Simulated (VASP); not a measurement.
A run of VASP 6.6.1:

File INCAR:

```
ALGO = Normal
EDIFF = 1E-6
EDIFFG = -0.01
ENCUT = 600
IBRION = 2
ISIF = 3
ISMEAR = 1
LASPH = T
LCHARG = F
LMIXTAU = T
LREAL = F
LWAVE = F
METAGGA = R2SCAN
NELM = 80
NSW = 90
PREC = Accurate
SIGMA = 0.1
```

The input KPOINTS:

```
k-points
0
Gamma
  15 15 7
```

The input POSCAR:

```
Hf
1.0
    3.1967000000      0.0000000000      0.0000000000
   -1.5983500000      2.7684234083      0.0000000000
    0.0000000000      0.0000000000      5.0578000000
Hf
2
Direct
    0.3333333333      0.6666666667      0.2500000000
    0.6666666667      0.3333333333      0.7500000000
```

Potentials or basis: VASP PAW PBE potentials, release 64 (Hf_pv).

Command:

```bash
$ cat potpaw_PBE.64/Hf_pv/POTCAR > POTCAR
$ mpirun -np 1 vasp_std > vasp.out
```

Hardware: 1 thread of Intel(R) Xeon(R) 6975P-C (Granite Rapids), with other jobs on the host.

Problem. How long does it take, and how much memory?

Solution. It took 12 min on 1 thread of Intel(R) Xeon(R) 6975P-C (Granite Rapids), with other jobs on the host, peak memory 0.25 GiB. Counts: scf iterations 71, k points 108, ion steps 7.
